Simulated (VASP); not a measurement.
Data:

```xyz
1
Lattice="-1.6340 1.6340 1.6340 1.6340 -1.6340 1.6340 1.6340 1.6340 -1.6340" Properties=species:S:1:pos:R:3 pbc="T T T"
Nb     0.0000     0.0000     0.0000
```

All values below come from PBE GGA, VASP's PBE PAW potentials (set 64) (plane waves; VASP). Run with 300 eV cut-off, 11×11×11 Γ-centred mesh, Gaussian smearing of 0.050 eV, potentials Nb_sv.

At this cut-off the stress carries a Pulay error, which pulls relaxed volumes low.

### Question
Estimate the energy per atom (σ→0), pressure, band gap (on the k-mesh) with the smallest direct gap where there is one.

### Answer

| Quantity | Result |
|---|---|
| band gap (on the k-mesh) | none (metal, semimetal or under 0.01 eV) |
| energy per atom (σ→0) | -10.172 eV/atom |
| pressure | 63.2 kbar |

Only differences to runs with the same potentials and settings are physical.

The structure is a typed Nb crystal (Im-3m). The cell was not relaxed at this level.
